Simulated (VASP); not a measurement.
Computed with optB86b-vdW, VASP's PBE PAW potentials (set 64) (plane waves; VASP 6.6.1).

The input files of a VASP run:

**KPOINTS**
```
kpoints
0
Gamma
 8 8 2
```

**INCAR**
```
# general
SYSTEM    =  WS2
PREC      =  Accurate
ENCUT     =  520   # plane-wave cut-off (eV)
LREAL     =  F   # projection in real space or not
LASPH     =  T   # aspherical one-centre terms

# electronic loop
EDIFF     =  1E-7   # SCF stop (eV)
NELM      =  100   # most electronic steps
ALGO      =  Normal   # blocked Davidson
LMAXMIX   =  6   # l cut-off of mixed one-centre charges

# smearing
ISMEAR    =  0
SIGMA     =  0.05

# functional
GGA       =  MK
LUSE_VDW  =  T
AGGAC     =  0.0
PARAM1    =  0.1234
PARAM2    =  1.0

# ions
IBRION    =  2
NSW       =  30   # most ionic steps
ISIF      =  4   # ions and shape, fixed volume
EDIFFG    =  -0.01

# output
LWAVE     =  F
LCHARG    =  F
```

### POSCAR
```
WS2
1
    1.5997430731    -2.7708362592     0.0000000000
    1.5997430731     2.7708362592     0.0000000000
    0.0000000000     0.0000000000    12.5323843802
W S
2 4
Direct
  0.3333330000   0.6666670000   0.2500000000
  0.6666670000   0.3333330000   0.7500000000
  0.3333330000   0.6666670000   0.8771995023
  0.6666670000   0.3333330000   0.3771995023
  0.6666670000   0.3333330000   0.1228004977
  0.3333330000   0.6666670000   0.6228004977
```

POTCAR, in this order: W_sv S (PBE.64 set). Program: vasp_std.

What VASP printed:

OSZICAR:
```
       N       E                     dE             d eps       ncg     rms          rms(c)
DAV:   1     0.525019506825E+03    0.52502E+03   -0.29028E+04  1392   0.166E+03
DAV:   2    -0.440637326668E+01   -0.52943E+03   -0.51842E+03  1464   0.442E+02
DAV:   3    -0.378931190706E+02   -0.33487E+02   -0.32923E+02  1583   0.995E+01
DAV:   4    -0.387628853940E+02   -0.86977E+00   -0.86659E+00  1521   0.166E+01
DAV:   5    -0.387894843554E+02   -0.26599E-01   -0.26582E-01  1571   0.282E+00    0.350E+01
DAV:   6    -0.363867071500E+02    0.24028E+01   -0.16516E+01  1473   0.225E+01    0.158E+01
DAV:   7    -0.361391811247E+02    0.24753E+00   -0.46906E+00  1453   0.998E+00    0.647E+00
DAV:   8    -0.359960263450E+02    0.14315E+00   -0.69701E-01  1623   0.485E+00    0.196E+00
DAV:   9    -0.359991074358E+02   -0.30811E-02   -0.69439E-02  1659   0.133E+00    0.998E-01
DAV:  10    -0.359971395588E+02    0.19679E-02   -0.35063E-02  1552   0.114E+00    0.350E-01
DAV:  11    -0.359966058175E+02    0.53374E-03   -0.58781E-03  1536   0.456E-01    0.133E-01
DAV:  12    -0.359965786996E+02    0.27118E-04   -0.23554E-04  1532   0.895E-02    0.698E-02
DAV:  13    -0.359965751063E+02    0.35933E-05   -0.10729E-04  1585   0.558E-02    0.178E-02
DAV:  14    -0.359965762060E+02   -0.10997E-05   -0.81803E-06  1637   0.148E-02    0.136E-02
DAV:  15    -0.359965758334E+02    0.37257E-06   -0.10286E-06  1627   0.631E-03    0.640E-03
DAV:  16    -0.359965758045E+02    0.28929E-07   -0.54089E-07  1418   0.371E-03
   1 F= -.35996576E+02 E0= -.35996576E+02  d E =-.359966E+02
       N       E                     dE             d eps       ncg     rms          rms(c)
DAV:   1    -0.360118305688E+02   -0.15255E-01   -0.24653E+00  1296   0.676E+00    0.165E+00
DAV:   2    -0.360205519449E+02   -0.87214E-02   -0.13135E-01  1528   0.162E+00    0.597E-01
DAV:   3    -0.360194995587E+02    0.10524E-02   -0.46378E-03  1473   0.405E-01    0.454E-01
DAV:   4    -0.360193043141E+02    0.19524E-03   -0.23987E-03  1640   0.257E-01    0.114E-01
DAV:   5    -0.360192226038E+02    0.81710E-04   -0.72968E-04  1489   0.148E-01    0.368E-02
DAV:   6    -0.360192095104E+02    0.13093E-04   -0.73445E-05  1515   0.442E-02    0.376E-02
DAV:   7    -0.360192100137E+02   -0.50334E-06   -0.61411E-06  1570   0.115E-02    0.164E-02
DAV:   8    -0.360192099852E+02    0.28480E-07   -0.13521E-06  1459   0.585E-03    0.408E-03
DAV:   9    -0.360192100297E+02   -0.44419E-07   -0.68430E-08   928   0.176E-03
   2 F= -.36019210E+02 E0= -.36019210E+02  d E =-.226342E-01
       N       E                     dE             d eps       ncg     rms          rms(c)
DAV:   1    -0.360192590918E+02   -0.49107E-04   -0.65082E-03  1345   0.349E-01    0.777E-02
DAV:   2    -0.360192803366E+02   -0.21245E-04   -0.34696E-04  1528   0.834E-02    0.313E-02
DAV:   3    -0.360192770172E+02    0.33195E-05   -0.15421E-05  1503   0.230E-02    0.225E-02
DAV:   4    -0.360192759281E+02    0.10891E-05   -0.61440E-06  1602   0.133E-02    0.719E-03
DAV:   5    -0.360192756159E+02    0.31215E-06   -0.14068E-06  1408   0.662E-03    0.161E-03
DAV:   6    -0.360192756357E+02   -0.19763E-07   -0.15835E-07   900   0.231E-03
   3 F= -.36019276E+02 E0= -.36019276E+02  d E =-.226998E-01
       N       E                     dE             d eps       ncg     rms          rms(c)
DAV:   1    -0.360660000547E+02   -0.46724E-01   -0.20320E+00  1240   0.911E+00    0.166E+00
DAV:   2    -0.360375711003E+02    0.28429E-01   -0.18918E-01  1408   0.254E+00    0.834E-01
DAV:   3    -0.360326919167E+02    0.48792E-02   -0.10220E-02  1483   0.637E-01    0.377E-01
DAV:   4    -0.360300735868E+02    0.26183E-02   -0.11511E-02  1455   0.532E-01    0.206E-01
DAV:   5    -0.360299878804E+02    0.85706E-04   -0.62590E-04  1542   0.153E-01    0.119E-01
DAV:   6    -0.360299417312E+02    0.46149E-04   -0.23480E-04  1586   0.796E-02    0.627E-02
DAV:   7    -0.360299413748E+02    0.35642E-06   -0.30187E-05  1541   0.304E-02    0.376E-02
DAV:   8    -0.360299420561E+02   -0.68129E-06   -0.62937E-06  1645   0.139E-02    0.248E-02
DAV:   9    -0.360299421958E+02   -0.13969E-06   -0.15274E-06  1466   0.700E-03    0.847E-03
DAV:  10    -0.360299420736E+02    0.12216E-06   -0.28636E-07  1204   0.312E-03    0.570E-03
DAV:  11    -0.360299420377E+02    0.35904E-07   -0.64801E-08   949   0.143E-03
   4 F= -.36029942E+02 E0= -.36029942E+02  d E =-.106664E-01
       N       E                     dE             d eps       ncg     rms          rms(c)
DAV:   1    -0.360618041754E+02   -0.31862E-01   -0.16096E+00  1240   0.810E+00    0.148E+00
DAV:   2    -0.360391059667E+02    0.22698E-01   -0.15224E-01  1428   0.227E+00    0.742E-01
DAV:   3    -0.360352230302E+02    0.38829E-02   -0.80981E-03  1448   0.570E-01    0.334E-01
DAV:   4    -0.360331357880E+02    0.20872E-02   -0.91293E-03  1461   0.475E-01    0.186E-01
DAV:   5    -0.360330685580E+02    0.67230E-04   -0.49615E-04  1527   0.136E-01    0.107E-01
DAV:   6    -0.360330321243E+02    0.36434E-04   -0.18841E-04  1578   0.717E-02    0.557E-02
DAV:   7    -0.360330316410E+02    0.48335E-06   -0.24916E-05  1543   0.276E-02    0.340E-02
DAV:   8    -0.360330321889E+02   -0.54791E-06   -0.51801E-06  1652   0.127E-02    0.224E-02
DAV:   9    -0.360330322973E+02   -0.10845E-06   -0.13067E-06  1450   0.651E-03    0.769E-03
DAV:  10    -0.360330321894E+02    0.10794E-06   -0.23295E-07  1135   0.285E-03    0.514E-03
DAV:  11    -0.360330321552E+02    0.34232E-07   -0.58420E-08   907   0.133E-03
   5 F= -.36033032E+02 E0= -.36033032E+02  d E =-.137565E-01
```

File OUTCAR:
```
------------------------ aborting loop because EDIFF is reached ----------------------------------------
  FORCE on cell =-STRESS in cart. coord.  units (eV):
  Direction    XX          YY          ZZ          XY          YZ          ZX
  --------------------------------------------------------------------------------------
  Total       -0.6291933     -0.6291933     -0.5786292      0.0000000      0.0000000     -0.0000000
  in kB       -9.0733968     -9.0733966     -8.3442273      0.0000000      0.0000000     -0.0000000
  external PRESSURE =      -8.8303402 kB  Pullay stress =       0.0000000 kB
  volume of cell :      111.10
      direct lattice vectors                 reciprocal lattice vectors
     1.588844696 -2.751959719 -0.000000000     0.314694068 -0.181688706 -0.000000000
     1.588844696  2.751959719 -0.000000000     0.314694068  0.181688706  0.000000000
     0.000000000 -0.000000000 12.704901020     0.000000000  0.000000000  0.078709783
 POSITION                                       TOTAL-FORCE (eV/Angst)
 -----------------------------------------------------------------------------------
      1.58884      0.91732      3.17623        -0.000000      0.000000      0.000000
      1.58884     -0.91732      9.52868         0.000000      0.000000      0.000000
      1.58884      0.91732     11.10512         0.000000     -0.000000      0.008920
      1.58884     -0.91732      4.75267         0.000000      0.000000      0.008920
      1.58884     -0.91732      1.59978         0.000000      0.000000     -0.008920
      1.58884      0.91732      7.95223        -0.000000     -0.000000     -0.008920
 -----------------------------------------------------------------------------------
    total drift:                                0.000163      0.001169     -0.000035
  FREE ENERGIE OF THE ION-ELECTRON SYSTEM (eV)
  ---------------------------------------------------
  free  energy   TOTEN  =       -36.0330321552 eV

  energy  without entropy=      -36.0330321552  energy(sigma->0) =      -36.03303216

 reached required accuracy - stopping structural energy minimisation
```
(Selected blocks of OUTCAR.)

### CONTCAR
```
WS2
   1.00000000000000
     1.5888446957508437   -2.7519597190817771   -0.0000000000000000
     1.5888446957508437    2.7519597190817771   -0.0000000000000000
     0.0000000000000000   -0.0000000000000000   12.7049010203734376
  W               S
     2     4
Direct
     0.3333330000000032    0.6666669999999968    0.2500000000000000
     0.6666669999999968    0.3333330000000032    0.7500000000000000
     0.3333330000000032    0.6666669999999968    0.8740817875806638
     0.6666669999999968    0.3333330000000032    0.3740817875806638
     0.6666669999999968    0.3333330000000032    0.1259182124193361
     0.3333330000000032    0.6666669999999968    0.6259182124193362
```

### OUTCAR
```
 val. band max:        6.7561945087   @ k =   0.0000   0.0000   0.0000

 cond. band min:       8.0069783432   @ k =   0.2500   0.1250   0.0000


 Fermi energy:         7.0645031168

 k-point     1 :       0.0000    0.0000    0.0000
  band No.  band energies     occupation
      1     -67.8158      2.00000
      2     -67.8158      2.00000
      3     -32.0423      2.00000
      4     -32.0423      2.00000
      5     -31.8862      2.00000
      6     -31.8862      2.00000
      7     -31.8862      2.00000
      8     -31.8862      2.00000
      9      -8.5581      2.00000
     10      -8.3929      2.00000
     11      -7.0382      2.00000
     12      -6.7236      2.00000
     13      -0.5403      2.00000
     14       0.2937      2.00000
     15       3.2059      2.00000
     16       3.4256      2.00000
     17       3.4256      2.00000
     18       3.4353      2.00000
     19       3.4353      2.00000
     20       4.6349      2.00000
     21       4.6350      2.00000
     22       4.6708      2.00000
     23       4.6709      2.00000
     24       5.1581      2.00000
     25       5.7088      2.00000
     26       6.7562      2.00000
     27       9.1194      0.00000
     28       9.1194      0.00000
     29       9.1284      0.00000
     30       9.1284      0.00000
     31       9.1795      0.00000

 k-point     2 :       0.1250   -0.0000    0.0000
  band No.  band energies     occupation
      1     -67.8133      2.00000
      2     -67.8133      2.00000
      3     -32.0334      2.00000
      4     -32.0333      2.00000
      5     -31.9362      2.00000
      6     -31.9362      2.00000
      7     -31.8978      2.00000
      8     -31.8978      2.00000
      9      -8.3044      2.00000
     10      -8.1398      2.00000
     11      -6.9320      2.00000
     12      -6.6386      2.00000
     13      -0.2359      2.00000
     14       0.5949      2.00000
     15       2.8003      2.00000
     16       2.8260      2.00000
     17       2.8310      2.00000
...
```

Unless said otherwise, spin-orbit coupling is left out, though it shifts the bands of the heavy elements here.

The compound is WS2 in the 2H layered structure. This cell is one point of a volume scan, at 1.03 of the reference volume. Symmetry was kept, so distortions that lower it aren't found.
